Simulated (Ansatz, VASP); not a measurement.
**Cd (Cd strained to the junction's net): VASP beside Ansatz**

Aim: how closely do two programs agree when they are given the same cell, functional and k mesh? The structure shown is the end of the Ansatz relaxation below.

Method: plane waves, with VASP 6.6.1 beside it; single point at PBE, in Ansatz 0.2.0.

## 1. Starting point

It takes space group P6_3/mmc (No. 194, hexagonal). Conventional cell: a = 3.150 Å, b = 3.150 Å, c = 5.246 Å, α = 90.00°, β = 90.00°, γ = 120.00°. Nearest to Cd lie 12 Cd at 3.15 to 3.19 Å.

## 2. Ansatz: relaxation, PBE

Ansatz runs on its default PAW (the set named soft_2) files.

This run makes the geometry at which the two programs are then compared.

File input.yaml:

```yaml
crystal:
  lattice:
    - [3.15, 0.0, 0.0]
    - [-1.575, 2.7279800219, 0.0]
    - [0.0, 0.0, 5.541980198]
  atoms:
    - { symbol: Cd, position: [0.0, 0.0, 0.0] }
    - { symbol: Cd, position: [0.3333333333, 0.6666666667, 0.5] }
kpoints:
  mp_grid: { grid: [12, 12, 6] }
scf:
  occupations: { method: fermi_dirac, width: 0.1 }
  max_iter: 150
hamiltonian:
  xc: pbe
relax:
  f_tol: 0.01
  max_steps: 40
  cell: { fix: [a, b, angles] }
```

On the command line:

```sh
ansatz run input.yaml --threads 4 --pin off --max-ram 12288MiB --backend cpu --events-out ev --progress --plain --runs-dir out
```

Numbers of over 12 decimals in the logs are rounded to 6 here.

Output:

```text
Engine: ansatz 0.2.0, aarch64-unknown-linux-gnu
Pseudopotentials: kind: paw
Pseudopotential: Cd, paw, valence charge 20, recommended cutoff 420 eV (normal), Cd.paw.azcp
Functional definition: PBE
  parameter kappa = 0.804
  parameter beta = 0.066725
  exchange = pbe_x(kappa = kappa, mu = beta*pi^2/3)
  correlation = pbe_c(beta = beta)
Crystal: 2 atoms, lattice volume = 47.623 Å³
Basis set: ecut = 420 eV, 919 PW (Γ), exchange–correlation on 48×48×80 points (8 copies of the dense FFT grid, shifted against one another)
Bands: 24, of which v1, the nominal top of the filled ones, is band 20 counted from 1 (19 counted from 0)
Symmetry: 24 space group operations
Space group: P63/mmc (ITA 194), of the structure as read, at distance tolerance 3.6e-5 Å
k-points: 76 of 864
Non-local potential: Cd, projectors of the file, l = 0: 3, l = 1: 2, l = 2: 2, l = 3: 1
PAW form: soft (Blöchl's): semilocal exchange-correlation on the pseudo side does not see the compensation charge
PAW one-centre angular grid: Cd, 590 points (default); XC on 64 Gauss nodes
Initial density: superposition of atomic densities (neutral atoms: chi_scale 0, normalization atom), corrected by the library's trained network
Initial wavefunctions: pseudopotential atomic-orbital guess
Functional: x = pbe(κ = 0.804, μ = 0.219515), c = pbe(β = 0.066725)
SCF iter   1: F=—  HF=-16508.879116 eV  |F-HF|=—  |Δ(HF+E_count)|=         —  Δρ=5.30e-4  dr2=7.46e-5  ethr=1.77e-3  ⟨swp⟩=5.5  Hψ=6989  notcnv=0
preconditioner: auto → Kerker (q_TF=auto, 2.650 Å⁻¹)  [metal: Δε(μ)=0.057 eV  Ē_g=12.622 eV  σ=0.100 eV  W_gap=0.14  n_scr=22 (ndim 8)  ℏωp=26.4 eV  f_vac=0.000  D(μ)=1.00/eV (n_scr^D=2)]
SCF iter   2: F=—  HF=-16508.879687 eV  |F-HF|=—  |Δ(HF+E_count)|=   5.71e-4  Δρ=3.41e-4  dr2=3.27e-5  ethr=1.86e-7  ⟨swp⟩=2.7  Hψ=4031  notcnv=0
SCF iter   3: F=—  HF=-16508.879747 eV  |F-HF|=—  |Δ(HF+E_count)|=   6.01e-5  Δρ=6.35e-5  dr2=1.47e-6  ethr=8.18e-8  ⟨swp⟩=2.0  Hψ=2762  notcnv=0
SCF iter   4: F=—  HF=-16508.879747 eV  |F-HF|=—  |Δ(HF+E_count)|=   2.27e-7  Δρ=2.70e-5  dr2=2.51e-7  ethr=3.67e-9  ⟨swp⟩=2.0  Hψ=3198  notcnv=0
iter 5 did not close the SCF: its close was put off for the readings that it lacked (scf_convergence_deferred on its scf_iter line)
SCF iter   5: F=-16508.879747 eV  HF=-16508.879747 eV  |F-HF|=1.11e-8  |Δ(HF+E_count)|=   1.64e-8  Δρ=8.80e-6  dr2=2.88e-8  ethr=6.27e-10  ⟨swp⟩=2.1  Hψ=2754  notcnv=0
SCF iter   6: F=-16508.879747 eV  HF=-16508.879747 eV  |F-HF|=3.35e-10  |Δ(HF+E_count)|=   1.32e-8  Δρ=2.17e-6  dr2=1.95e-9  ethr=7.20e-11  ⟨swp⟩=1.9  Hψ=5619  notcnv=0
SCF 1 converged in 6 iterations: F = -16508.879747 eV  dr2 = 1.95e-9
  greatest PAW one-centre occupation: 1.000 electrons in one spin orbital (limit 2), on the Cd atom at site 1 (counted from 0), in its partial waves of l = 0
relax step   1: F+E_penalty+E_count = -16508.87974690 eV  Δ(F+E_penalty+E_count) = +0.000e0 eV  max|allowed force component| = 4.163e-17 eV/Å  Δτ_max = 0.0000 Å  P = -1.574 GPa  Ω = 47.623 Å³  fix = [a, b, alpha, beta, gamma]  reactions: a -1.785, b -1.785 GPa  (6 SCF iters, dr2 threshold 1.00e-7 eV, accepted)
[...]
relax step   2: F+E_penalty+E_count = -16508.88381681 eV  Δ(F+E_penalty+E_count) = -4.070e-3 eV  max|allowed force component| = 1.781e-16 eV/Å  Δτ_max = 0.0000 Å  P = -1.245 GPa  Ω = 47.089 Å³  energy of the carried Pulay correction = +1.970e-4 eV  fix = [a, b, alpha, beta, gamma]  reactions: a -1.288, b -1.288 GPa  (5 SCF iters, dr2 threshold 2.00e-7 eV, accepted)
[...]
relax step   3: F+E_penalty+E_count = -16508.89434713 eV  Δ(F+E_penalty+E_count) = -1.053e-2 eV  max|allowed force component| = 1.064e-16 eV/Å  Δτ_max = 0.0000 Å  P = +0.564 GPa  Ω = 44.767 Å³  energy of the carried Pulay correction = +1.096e-3 eV  fix = [a, b, alpha, beta, gamma]  reactions: a +0.655, b +0.655 GPa  (6 SCF iters, dr2 threshold 2.00e-7 eV, accepted)
[...]
relax step   4: F+E_penalty+E_count = -16508.89418589 eV  Δ(F+E_penalty+E_count) = +1.612e-4 eV  max|allowed force component| = 7.401e-17 eV/Å  Δτ_max = 0.0000 Å  P = +0.046 GPa  Ω = 45.342 Å³  energy of the carried Pulay correction = +8.664e-4 eV  fix = [a, b, alpha, beta, gamma]  reactions: a +0.229, b +0.229 GPa  (5 SCF iters, dr2 threshold 2.00e-7 eV, accepted)
[...]
relax step   5: F+E_penalty+E_count = -16508.89457372 eV  Δ(F+E_penalty+E_count) = -3.878e-4 eV  max|allowed force component| = 9.252e-17 eV/Å  Δτ_max = 0.0000 Å  P = +0.278 GPa  Ω = 45.077 Å³  energy of the carried Pulay correction = +9.717e-4 eV  fix = [a, b, alpha, beta, gamma]  reactions: a +0.425, b +0.425 GPa  (4 SCF iters, dr2 threshold 2.00e-7 eV, accepted)
[...]
relax step   6: F+E_penalty+E_count = -16508.89363107 eV  Δ(F+E_penalty+E_count) = +9.427e-4 eV  max|allowed force component| = 6.751e-17 eV/Å  Δτ_max = 0.0000 Å  P = +0.274 GPa  Ω = 45.077 Å³  fix = [a, b, alpha, beta, gamma]  reactions: a +0.423, b +0.423 GPa  stress off target by 2.62e-2 GPa on what of the cell is left free  SCF on the basis re-selected at this cell (its energy is not comparable with the rows above)  (6 SCF iters)
basis re-selected at this cell: Δ(F+E_penalty+E_count) = +9.427e-4 eV, ΔP = -0.005 GPa vs the last step (what re-selecting the basis moved, of the pressure what is left beyond the Pulay correction that the steps carried, after the strain that the cell walked since its last selection, with what the two solves' SCF thresholds leave and, on support functions, any second-order correction that the steps lacked; it is no measure of the basis error at this ecutwfc). The dense FFT grid was sized anew with the basis: this SCF ran on 24×24×36 points, the steps before it on 24×24×40, so part of this shift can come from that change (see relax.cell in the input reference). [rest of the remark cut]
SCF converged after 6 iterations
Free energy (F): -16508.893631 eV
Harris-Foulkes:  -16508.893631 eV  (|F-HF|=3.64e-12)
Internal energy: -16508.868333 eV  (E = F + TS)
E sigma→0 (E₀):  -16508.880982 eV
Entropy (-TS):   -0.025298 eV (-12.649 meV/atom)
Fermi energy:    13.971524 eV
--- Per-component energies (eV) ---
  E_band       = -815.773396
  E_kinetic    = 1009.297159
  E_local      = -5981.934350  (includes V_loc(G=0)·N_el)
  E_nonlocal   = 64.280623
  E_hartree    = 2806.827957
  E_xc         = -354.022800
  E_vxc        = -444.017330  (∫ρ·V_xc dr)
  E_paw        = -8164.350680  (= ΣΔE_a)
  E_vpaw       = -1077.055522  (= ΣTr[D̂ρ^β])
  E_aug_tail   = 0.000026  (compensation charges beyond the density's cutoff)
  E_ewald      = -5888.966267
  E_smearing   = -0.025298  (= −TS)
  E_closure    = 0.000000  (closes the sum)
  Σ components = -16508.893631   (vs F -16508.893631, Δ=0.00e0)
--- Forces (eV/Å), atoms counted from 1 ---
  atom   1  Cd    -0.00000000    -0.00000000    -0.00000000
  atom   2  Cd    -0.00000000     0.00000000     0.00000000
  max |Σ_I F_I| component: 2.78e-17 eV/Å
--- Stress (GPa, compression-positive) ---
        0.423456      -0.000000       0.000000
       -0.000000       0.423456       0.000000
        0.000000       0.000000      -0.026228
  P = ⅓ Tr σ = 0.2736 GPa (2.736 kbar)
--- Relaxed structure (5 steps of the walk, 5 accepted, 1 SCFs on fresh bases) ---
  F+E_penalty+E_count = -16508.89363107 eV   max|allowed force component| = 6.751e-17 eV/Å   (the final SCF, on the basis selected at the relaxed cell)
  cell:  # Å, volume = 45.0770 Å³
    - [3.150000, 0, 0]
    - [-1.575000, 2.727980, 0]
    - [0, 0, 5.245700]
  atoms:
    - { symbol: Cd, position: [9.25185853962003e-18, -5.08852219630634e-17, 0] }
    - { symbol: Cd, position: [0.333333, 0.666667, 0.5] }
```

Reading the cycles: dr2 is the Hartree energy of the density residual (eV), the measure of convergence; HF is the Harris–Foulkes estimate of the energy, which meets the free energy F at convergence.

## 3. VASP: single point, PBE

The same cell, functional, mesh and smearing now go to VASP, with its own data sets.

Lines of VASP's logs that name or quote its potential files are left out, and so is its time.

File INCAR:

```
SYSTEM = Cd
PREC = Accurate
ENCUT = 500
EDIFF = 1E-06
NELM = 120
ISMEAR = -1
SIGMA = 0.1
LREAL = .FALSE.
ALGO = Normal
GGA = PE
NBANDS = 18
LORBIT = 11
LWAVE = .FALSE.
LCHARG = .FALSE.
ISIF = 2
LASPH = .TRUE.
GGA_COMPAT = .FALSE.
```

File POSCAR:

```
Cd
1.0
    3.1500000000      0.0000000000      0.0000000000
   -1.5750000000      2.7279800219      0.0000000000
    0.0000000000      0.0000000000      5.2457002715
Cd
2
Direct
    0.0000000000      1.0000000000      0.0000000000
    0.3333333334      0.6666666666      0.5000000000
```

File KPOINTS:

```
Automatic mesh
0
Gamma
12 12 6
0 0 0
```

PAW data sets: Cd (PBE family, release 64).

On the command line:

```sh
mpirun -np 1 vasp_std
```

Output:

```text
[banner, memory and clock lines left out]
running    1 mpi-ranks, on    1 nodes
 distrk:  each k-point on    1 cores,    1 groups
 distr:  one band on    1 cores,    1 groups

 POSCAR found type information on POSCAR Cd
 POSCAR found :  1 types and       2 ions
 LDA part: xc-table for (Slater+PW92), standard interpolation
 POSCAR, INCAR and KPOINTS ok, starting setup
 FFT: planning ... GRIDC
 FFT: planning ... GRID_SOFT
 FFT: planning ... GRID
 WAVECAR not read
 entering main loop
       N       E                     dE             d eps       ncg     rms          rms(c)
DAV:   1     0.172173289428E+03    0.17217E+03   -0.13150E+04  2760   0.130E+03
DAV:   2     0.229992063563E+01   -0.16987E+03   -0.16471E+03  2788   0.340E+02
DAV:   3    -0.156048739444E+01   -0.38604E+01   -0.38533E+01  3178   0.595E+01
DAV:   4    -0.156667054367E+01   -0.61831E-02   -0.61825E-02  3042   0.217E+00
DAV:   5    -0.156668915819E+01   -0.18615E-04   -0.18615E-04  2948   0.117E-01    0.401E+00
DAV:   6    -0.148417350718E+01    0.82516E-01   -0.22504E-01  2922   0.567E+00    0.329E+00
DAV:   7    -0.148103384695E+01    0.31397E-02   -0.24356E-02  2926   0.146E+00    0.159E+00
DAV:   8    -0.148156537761E+01   -0.53153E-03   -0.30473E-03  2880   0.712E-01    0.869E-02
DAV:   9    -0.148161379464E+01   -0.48417E-04   -0.17301E-05  3116   0.407E-02    0.296E-02
DAV:  10    -0.148164881591E+01   -0.35021E-04   -0.30747E-05  2936   0.573E-02    0.248E-03
DAV:  11    -0.148164869817E+01    0.11773E-06   -0.39162E-08  1580   0.215E-03
   1 F= -.14816487E+01 E0= -.14690239E+01  d E =-.252496E-01
```

OUTCAR, selected parts (step 3):

```text
ion  position               nearest neighbor table
   1  0.000  0.000  0.000-   2 3.19   2 3.19   2 3.19   2 3.19   2 3.19   2 3.19
   2  0.333  0.667  0.500-   1 3.19   1 3.19   1 3.19   1 3.19   1 3.19   1 3.19

  LATTYP: Found a hexagonal cell.
 ALAT       =     3.1500000000
 C/A-ratio  =     1.6653016735

 Subroutine GETGRP returns: Found 24 space group operations
 (whereof 12 operations were pure point group operations)

The static configuration has the point symmetry D_3h.
 The point group associated with its full space group is D_6h.

 Found     76 irreducible k-points:

   k-points           NKPTS =     76   k-points in BZ     NKDIM =     76   number of bands    NBANDS=     18

   dimension x,y,z NGX =    24 NGY =   24 NGZ =   40
   dimension x,y,z NGXF=    48 NGYF=   48 NGZF=   80

   ENCUT  =  500.0 eV  36.75 Ry    6.06 a.u.   5.74  5.74  9.56*2*pi/ulx,y,z

   NELECT =      24.0000    total number of electrons

 k-points in reciprocal lattice and weights: Automatic mesh
   0.00000000  0.00000000  0.00000000       0.001
   0.08333333 -0.00000000  0.00000000       0.007
   0.16666667 -0.00000000  0.00000000       0.007
   0.25000000 -0.00000000  0.00000000       0.007
   0.33333333  0.00000000  0.00000000       0.007
   0.41666667 -0.00000000  0.00000000       0.007
   0.50000000 -0.00000000  0.00000000       0.003
   0.08333333  0.08333333  0.00000000       0.007
   0.16666667  0.08333333  0.00000000       0.014
[...]
0.33333333  0.25000000  0.50000000       0.014
   0.33333333  0.33333333  0.50000000       0.002

 average (electrostatic) potential at core
       1 -39.6111       2 -39.6111

 E-fermi :   2.7384

 k-point     1 :       0.0000    0.0000    0.0000
  band No.  band energies     occupation
    ...
      9      -5.9450      2.00000
     10      -5.7399      2.00000
     11      -5.7399      2.00000
     12       0.3181      2.00000
     13       1.0005      2.00000
     14      15.1012      0.00000
     15      15.1012      0.00000
     16      15.8486      0.00000
     17      16.3910      0.00000
     18      16.9798      0.00000

 k-point     2 :       0.0833   -0.0000    0.0000
  band No.  band energies     occupation
    ...
      9      -5.8042      2.00000
     10      -5.7846      2.00000
     11      -5.7325      2.00000
     12       0.5538      2.00000
     13       1.0959      2.00000
     14      13.0212      0.00000
     15      14.0697      0.00000
     16      15.2578      0.00000
     17      16.5859      0.00000
     18      17.7036      0.00000

 k-point     3 :       0.1667   -0.0000    0.0000
  band No.  band energies     occupation
    ...
      9      -5.9447      2.00000
     10      -5.7166      2.00000
     11      -5.2752      2.00000
     12       1.2174      2.00000
     13       1.3999      2.00000
     14      10.1107      0.00000
     15      12.6164      0.00000
     16      14.6484      0.00000
     17      15.6569      0.00000
     18      15.7962      0.00000

  Total        0.1909169      0.1909169      0.0539352     -0.0000000     -0.0000000      0.0000000
  in kB        6.7857781      6.7857781      1.9170250     -0.0000000     -0.0000000      0.0000000
  external PRESSURE =       5.1628604 kB  Pullay stress =       0.0000000 kB

  energy-cutoff  :      500.00
  volume of cell :       45.08
      direct lattice vectors                 reciprocal lattice vectors
     3.150000000  0.000000000  0.000000000     0.317460317  0.183285800  0.000000000
    -1.575000000  2.727980022  0.000000000     0.000000000  0.366571599  0.000000000
     0.000000000  0.000000000  5.245700271     0.000000000  0.000000000  0.190632318

 POSITION                                       TOTAL-FORCE (eV/Angst)
 -----------------------------------------------------------------------------------
      0.00000      0.00000      0.00000         0.000000      0.000000      0.000000
      0.00000      1.81865      2.62285        -0.000000      0.000000      0.000000
 -----------------------------------------------------------------------------------
    total drift:                               -0.000000      0.000000      0.000000

  FREE ENERGIE OF THE ION-ELECTRON SYSTEM (eV)
  ---------------------------------------------------
  free  energy   TOTEN  =        -1.4816486982 eV

  energy  without entropy=       -1.4563991227  energy(sigma->0) =       -1.46902391

 total charge
# of ion       s       p       d       tot
------------------------------------------
    1        0.531   0.269   9.491  10.290
    2        0.531   0.269   9.491  10.290
--------------------------------------------------
tot          1.062   0.537  18.981  20.580

[... 3 further parts left out ...]
```

The run ends at a pressure of 0.52 GPa.

## 4. Side by side

Known differences besides the potentials themselves: the data sets hold 40 valence electrons in Ansatz (on its default PAW (the set named soft_2) files) and 24 in VASP; the cutoff is 420 eV in Ansatz and 500 eV in VASP; Ansatz's pressure holds a Pulay correction, VASP's none. Total energies have different zeros and are not compared.

The two programs side by side:

```csv
quantity,Ansatz,VASP,difference
pressure (GPa),0.27,0.52,-0.24
```

## 5. Results

```
difference in pressure (single point, PBE) : -0.24 GPa
```

What this shows: The difference in pressure is -0.24 GPa (single point, PBE), within the 1 GPa picked in this series as the mark of a large difference. The data sets hold unlike numbers of valence electrons (40 in Ansatz and 24 in VASP), so part of the differences comes from the potentials. How closely two codes agree says nothing of how well the functional describes the real material.

[Lines on the potential files, build, host, timing and source positions are cut from VASP's logs without a mark.]

[Logs are printed without paths, hosts, clocks, repeated set-up lines and the standing remarks that a program may print on its own settings, such as how far it seeks lower states.]

[Hosts, paths, dates, database ids (printed as entryN), source tags and the programs' standing remarks are cut or masked in the printed files.]
